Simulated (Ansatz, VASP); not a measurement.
One calculation of NaMgF3, two programs

```
Na Mg F
1.0
     3.95084    0.00000    0.00000
     0.00000    3.95084    0.00000
     0.00000    0.00000    3.95084
Na Mg F
1 1 3
Direct
  0.00000 0.00000 0.00000
  0.50000 0.50000 0.43356
  0.50000 0.50000 0.00000
  0.50000 0.00000 0.50000
  0.00000 0.50000 0.50000
```

Change from the starting cell: all Mg atoms moved +0.263 Å, as atom 2 towards its neighbour atom 3 (F) at 1.975 Å.

Alike in both runs: task single point; functional LDA; k mesh 6 × 6 × 6; occupations gaussian, width 0.05 eV; no spin polarisation.

|  | VASP | Ansatz |
| --- | --- | --- |
| version | VASP 6.6.1 | Ansatz 0.2.0 |
| potentials or method | VASP PAW LDA potentials, release 64 (Na_pv, Mg, F) | scalar-relativistic, plane waves, PAW |
| plane-wave cutoff (eV) | 520 | 420 |
| valence electrons in the cell | 30 | 40 |

|  | VASP | Ansatz | Ansatz less VASP |
| --- | --- | --- | --- |
| gap on the k mesh at the Fermi level (eV) | 5.50 | 5.52 | +0.025 |
| least direct gap on the mesh (eV) | 5.99 | 6.01 | +0.023 |
| pressure (GPa) | -4.1 | -3.3 | +0.74 |
| largest component of the traceless stress (GPa) | 7.53 | 7.14 | -0.387 |
| rms of the force components (eV/Å) | 1.279 | 1.221 | -0.0582 |

Atom by atom the forces differ by 0.059 eV/Å (rms over components). The two sets of potentials don't hold the same shells in valence.

Caveats: forces of over 1 eV/Å show positions far from the minimum, so gaps and moduli don't describe the material at rest. A k mesh can miss the band edges.
